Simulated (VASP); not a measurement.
Write the native input for VASP 6.6.1 that does the following.

```yaml
Task: single point
Functional: PBE
Dispersion: D3(BJ)
Potentials_or_basis: VASP PAW PBE potentials, release 64 (O, C, H, S)
Cutoff: 520 eV
k_mesh: 1 × 1 × 1
Occupations: fermi-dirac, width 0.05 eV
Spin: no spin polarisation
Dipole_correction: no
Further_INCAR_settings: LREAL = Auto; ALGO = Normal; EDIFF = 1e-06; NBANDS = 116
```

The structure of H2CSO4 lies in POSCAR:

```
H2CSO4
1.0
    8.8151600000      0.0000000000      0.0000000000
    0.0000000000      8.8151600000      0.0000000000
    0.0000000000      0.0000000000      8.8151600000
O C H S
20 5 10 5
Direct
    0.7375816208      0.3242936033     -0.0445028791
    0.9728467776      0.4094764020     -0.1296176133
    0.3458587252      0.2919629366      0.6473507004
    0.2406989777      0.5229059938      0.7189205868
    1.0846541640      0.7179563389      0.9042603878
    0.9141864697      0.7629470140      0.7239119880
    0.8325884045     -0.0155867846      0.5684411854
    0.7343031777      0.0831181737      0.7884258482
    0.5256852967      0.8595192827      0.1115010958
    0.7451708194      0.7935874108      0.2621620027
    0.2335635428      0.0751659641     -0.0878259725
    0.3429659813      0.2441135498      0.0938837185
    0.3920745625      0.9982121709      0.3974403187
    0.1865422749      0.8361277617      0.4886014548
    0.6147250872      0.2601540982      0.3810934799
    0.4957936101      0.5102686735      0.3126205310
   -0.0087349521      0.3690914289      0.3836232127
    0.1297197101      0.5178919044      0.1851356073
    0.5371541753      0.7419490968      0.6564600075
    0.5878282413      0.4521642262      0.6464658611
    0.8663370829      0.4053358079     -0.0431302438
    0.2280162810      0.3890230013      0.6934304085
    0.9809124281      0.8037063423      0.8416069589
    0.7829806833      0.0977066780      0.6605438812
    0.6468969366      0.8865862900      0.2098090108
    0.7384778041      0.2632964121     -0.1419713312
    0.8562181515      0.4894182295      0.0456259444
    0.4364753447      0.3425689381      0.6076236847
    0.1271446009      0.3136301553      0.7052396099
    1.0710639398      0.6294383766      0.8477668017
    0.9673675804      0.9221273352      0.8819011793
    0.8379201285     -0.1196461550      0.6210550915
    0.8115110786      0.2086632574      0.6041977684
    0.5211022829      0.7478934018      0.0868957569
    0.6760512572      1.0075823922      0.2218450941
    0.2686962006      0.0967764624      0.0714791337
    0.2897168060      0.9570671434      0.5168936242
    0.6093252987      0.3910082177      0.2891382573
    0.0995103889      0.4880796265      0.3525403963
    0.5955876014      0.6065686839      0.7232994069
```

The cell was built by a generator and needn't be a form met in nature.

One way to write it, as run:

INCAR

```
PREC = Accurate
ENCUT = 520
EDIFF = 1E-6
ISMEAR = -1
SIGMA = 0.05
LREAL = Auto
LASPH = True
NELM = 100
ALGO = Normal
ISIF = 2
LWAVE = False
LCHARG = True
GGA = PE
IVDW = 12
LELF = True
LVHAR = True
NBANDS = 116
```

KPOINTS

```
Automatic mesh
0
Gamma
  1 1 1
```

Potentials or basis: VASP PAW PBE potentials, release 64 (O, C, H, S).

Launch:

```bash
$ cat potpaw_PBE.64/O/POTCAR potpaw_PBE.64/C/POTCAR potpaw_PBE.64/H/POTCAR potpaw_PBE.64/S/POTCAR > POTCAR
$ mpirun -np 1 vasp_gam > vasp.out
```

It gave:

```json
{"Pressure": "-0.6 GPa", "Largest force": "4.142 eV/Å", "Band gap on the k mesh": "1.80 eV, direct", "Dispersion energy per atom": "-0.056 eV"}
```

Caveat: the standard files for N, O and F lose accuracy on very short bonds.

Wall time 2.5 min on 1 thread of Intel(R) Xeon(R) 6975P-C (Granite Rapids), with other jobs on the host, peak memory 0.68 GiB.
